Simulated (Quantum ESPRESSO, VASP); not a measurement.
# Ni₂Ge (P6_3/mmc, 6 atoms in the cell) computed with different codes at matched settings

Self-consistent single point.

```yaml
crystal:
  lattice:
    - [3.97981, 0.00000, 0.00000]
    - [-1.98991, 3.44662, 0.00000]
    - [0.00000, 0.00000, 5.02388]
  atoms:
    - { symbol: Ni, position: [0.66667, 0.33333, 0.25000] }
    - { symbol: Ni, position: [0.33333, 0.66667, 0.75000] }
    - { symbol: Ni, position: [0.00000, 0.00000, 0.00000] }
    - { symbol: Ni, position: [0.00000, 0.00000, 0.50000] }
    - { symbol: Ge, position: [0.66667, 0.33333, 0.75000] }
    - { symbol: Ge, position: [0.33333, 0.66667, 0.25000] }
```

All programs got the same cell, k-point mesh and kind of occupations (in Quantum ESPRESSO's words: occupations = smearing; smearing = gauss; degauss = 0.019992 Ry; K_POINTS = automatic 9 9 6 0 0 0); potentials, basis and cutoffs are each program's usual ones.

| code | model | pressure (GPa) | cutoff |
|---|---|---|---|
| Quantum ESPRESSO | PBEsol, PSlibrary ultrasoft (PBE) pseudopotentials | 0.80 | 50 Ry |
| VASP | PBEsol, VASP's PBE PAW potentials (set 64) | -1.79 | 300 eV |

The spread over the programs that give each value: pressure within 2.59 GPa.

The starting cell comes from a database of computed structures (which also holds hypothetical and non-ambient phases and stackings), without a prior relaxation at this level. On Quantum ESPRESSO's run: Spin polarisation is off.

Q: Why do the programs differ, and what cannot be compared?

A: Differences of this kind can come from the potentials, where these differ, and from what each basis and cutoff leave unconverged. The valence holds different numbers of electrons (Quantum ESPRESSO 48, VASP 68). The zero of total energies and Fermi levels follows the potentials and each program's conventions, so they are not compared here.

VASP's run is marked for a possible Pulay error in its stress at this cutoff; no cutoff test was made.

Left out of this page: Ansatz, GPAW, Elk, FLEUR and SIESTA (not drawn, or without a comparable value); ABINIT (stopped by limits of time or memory).
